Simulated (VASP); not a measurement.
Output of a VASP run:

**OUTCAR**
```
 ion  position               nearest neighbor table
   1  0.236  0.236  0.236-   2 2.91   2 2.91   2 2.91   2 3.28   2 3.28   2 3.28
   2  0.764  0.764  0.764-   1 2.91   1 2.91   1 2.91   1 3.28   1 3.28   1 3.28
  LATTYP: Found a trigonal (rhomboedric) cell.
 ALAT       =     4.4234320898
 COS(alpha) =     0.5272992694
 Subroutine PRICEL returns:
 Original cell was already a primitive cell.
 Subroutine GETGRP returns: Found 12 space group operations
The static configuration has the point symmetry D_3d.
The dynamic configuration has the point symmetry D_3d.
 Subroutine INISYM returns: Found 12 space group operations
 Subroutine IBZKPT returns following result:
 Found     85 irreducible k-points:

 Following reciprocal coordinates:
            Coordinates               Weight
  0.000000  0.000000  0.000000      1.000000
  0.111111 -0.000000  0.000000      6.000000
  0.222222  0.000000  0.000000      6.000000
  0.333333 -0.000000  0.000000      6.000000
  0.444444  0.000000  0.000000      6.000000
  0.111111  0.111111  0.000000      6.000000
  0.222222  0.111111  0.000000     12.000000
  0.333333  0.111111  0.000000     12.000000
  0.444444  0.111111  0.000000     12.000000
 -0.444444  0.111111 -0.000000     12.000000
 -0.333333  0.111111  0.000000     12.000000
 -0.222222  0.111111  0.000000     12.000000
 -0.111111  0.111111  0.000000      6.000000
  0.222222  0.222222  0.000000      6.000000
  0.333333  0.222222  0.000000     12.000000
  0.444444  0.222222  0.000000     12.000000
 -0.444444  0.222222  0.000000     12.000000
 -0.333333  0.222222 -0.000000     12.000000
 -0.222222  0.222222  0.000000      6.000000
  0.333333  0.333333  0.000000      6.000000
  0.444444  0.333333 -0.000000     12.000000
 -0.444444  0.333333  0.000000     12.000000
 -0.333333  0.333333  0.000000      6.000000
  0.444444  0.444444  0.000000      6.000000
 -0.444444  0.444444  0.000000      6.000000
  0.111111  0.111111  0.111111      2.000000
  0.222222  0.111111  0.111111      6.000000
  0.333333  0.111111  0.111111      6.000000
  0.444444  0.111111  0.111111      6.000000
 -0.444444  0.111111  0.111111      6.000000
 -0.333333  0.111111  0.111111      6.000000
 -0.222222  0.111111  0.111111      6.000000
 -0.111111  0.111111  0.111111      6.000000
  0.222222  0.222222  0.111111      6.000000
  0.333333  0.222222  0.111111     12.000000
  0.444444  0.222222  0.111111     12.000000
 -0.444444  0.222222  0.111111     12.000000
 -0.333333  0.222222  0.111111     12.000000
 -0.222222  0.222222  0.111111     12.000000
 -0.111111  0.222222  0.111111     12.000000
   k-points           NKPTS =     85   k-points in BZ     NKDIM =     85   number of bands    NBANDS=      9
   number of dos      NEDOS =    301   number of ions     NIONS =      2
   total plane-waves  NPLWV =  46656
   dimension x,y,z NGX =    36 NGY =   36 NGZ =   36
   dimension x,y,z NGXF=    72 NGYF=   72 NGZF=   72
   ions per type =               2
   PREC   = accura    normal or accurate (medium, high low for compatibility)
   ISTART =      0    job   : 0-new  1-cont  2-samecut
   ICHARG =      2    charge: 1-file 2-atom 10-const
   ISPIN  =      1    spin polarized calculation?
   LNONCOLLINEAR =      F non collinear calculations
   LSORBIT =      F    spin-orbit coupling
   INIWAV =      1    electr: 0-lowe 1-rand  2-diag
   ENCUT  =  520.0 eV  38.22 Ry    6.18 a.u.   8.22  8.22  8.22*2*pi/ulx,y,z
   NELM   =    100;   NELMIN=  2; NELMDL= -5     # of ELM steps
   EDIFF  = 0.1E-05   stopping-criterion for ELM
   LREAL  =      F    real-space projection
   NLSPLINE    = F    spline interpolate recip. space projectors
   LMAXMIX     =    4 max onsite mixed and CHGCAR
   VOSKOWN=      0    Vosko Wilk Nusair interpolation
   EDIFFG = -.1E-01   stopping-criterion for IOM
   NSW    =     60    number of steps for IOM
   NBLOCK =      1;   KBLOCK =     60    inner block; outer block
...
```

**OSZICAR**
```
       N       E                     dE             d eps       ncg     rms          rms(c)
DAV:   1     0.403880850841E+02    0.40388E+02   -0.36707E+03  1530   0.878E+02
DAV:   2    -0.787091981799E+01   -0.48259E+02   -0.47262E+02  2237   0.128E+02
DAV:   3    -0.963029571298E+01   -0.17594E+01   -0.16882E+01  1862   0.300E+01
DAV:   4    -0.965626359862E+01   -0.25968E-01   -0.25895E-01  1901   0.337E+00
DAV:   5    -0.965640990513E+01   -0.14631E-03   -0.14630E-03  1818   0.301E-01    0.321E+00
DAV:   6    -0.964126465690E+01    0.15145E-01   -0.33892E-03  1682   0.369E-01    0.191E+00
DAV:   7    -0.963255445004E+01    0.87102E-02   -0.76994E-03  1649   0.555E-01    0.559E-02
DAV:   8    -0.963256628312E+01   -0.11833E-04   -0.14942E-04  1611   0.105E-01    0.162E-02
DAV:   9    -0.963256952792E+01   -0.32448E-05   -0.10457E-05  1877   0.241E-02    0.584E-03
DAV:  10    -0.963256915266E+01    0.37526E-06   -0.16261E-06   908   0.814E-03
   1 F= -.96325692E+01 E0= -.96324341E+01  d E =-.963257E+01
```

### OUTCAR
```
------------------------ aborting loop because EDIFF is reached ----------------------------------------
  FORCE on cell =-STRESS in cart. coord.  units (eV):
  Direction    XX          YY          ZZ          XY          YZ          ZX
  --------------------------------------------------------------------------------------
  Total       -0.0050248      0.0010028      0.0003416      0.0000000      0.0000000     -0.0019963
  in kB       -0.1372789      0.0273968      0.0093335      0.0000000      0.0000000     -0.0545398
  external PRESSURE =      -0.0335162 kB  Pullay stress =       0.0000000 kB
  volume of cell :       58.64
      direct lattice vectors                 reciprocal lattice vectors
     3.865407640 -2.150490094 -0.027705330     0.128644305 -0.232505140 -0.098801215
     3.865407640  2.150490094 -0.027705330     0.128644305  0.232505140 -0.098801215
     2.694341554  0.000000000  3.508172397     0.002031903  0.000000000  0.283488166
 POSITION                                       TOTAL-FORCE (eV/Angst)
 -----------------------------------------------------------------------------------
      2.46066      0.00000      0.81496         0.001220      0.000000      0.000404
      7.96450      0.00000      2.63780        -0.001220      0.000000     -0.000404
 -----------------------------------------------------------------------------------
    total drift:                               -0.000000      0.000000     -0.000000
  FREE ENERGIE OF THE ION-ELECTRON SYSTEM (eV)
  ---------------------------------------------------
  free  energy   TOTEN  =        -9.6325691527 eV

  energy  without entropy=       -9.6321640988  energy(sigma->0) =       -9.63243413

 reached required accuracy - stopping structural energy minimisation
```
(Selected blocks of OUTCAR.)

### POSCAR
```
Sb
1
    3.8654076397    -2.1504900945    -0.0277053295
    3.8654076397     2.1504900945    -0.0277053295
    2.6943415543     0.0000000000     3.5081723969
Sb
2
Direct
  0.2360310242   0.2360310242   0.2360310242
  0.7639689758   0.7639689758   0.7639689758
```

Task: Reconstruct the remaining input files.

Result: One answer among several that fit: the input of the run itself, LDA (Ceperley-Alder, Perdew-Zunger), plane waves, VASP's LDA PAW potentials (set 64).

**KPOINTS**
```
Automatic mesh
0
Gamma
9 9 9
0 0 0
```

### INCAR
```
SYSTEM = Sb
PREC = Accurate; ENCUT = 520; LREAL = .False.
LASPH = .True.
EDIFF = 1E-6; NELM = 100; ALGO = Normal
LMAXMIX = 4
ISMEAR = 1; SIGMA = 0.1
IBRION = 2; NSW = 60; ISIF = 3
EDIFFG = -0.01
LWAVE = .False.; LCHARG = .False.
```

POTCAR, in this order: Sb (LDA.64 set). Program: vasp_std.

The compound is Sb in the a7 structure. It was relaxed first. The start is the result of an earlier pass.
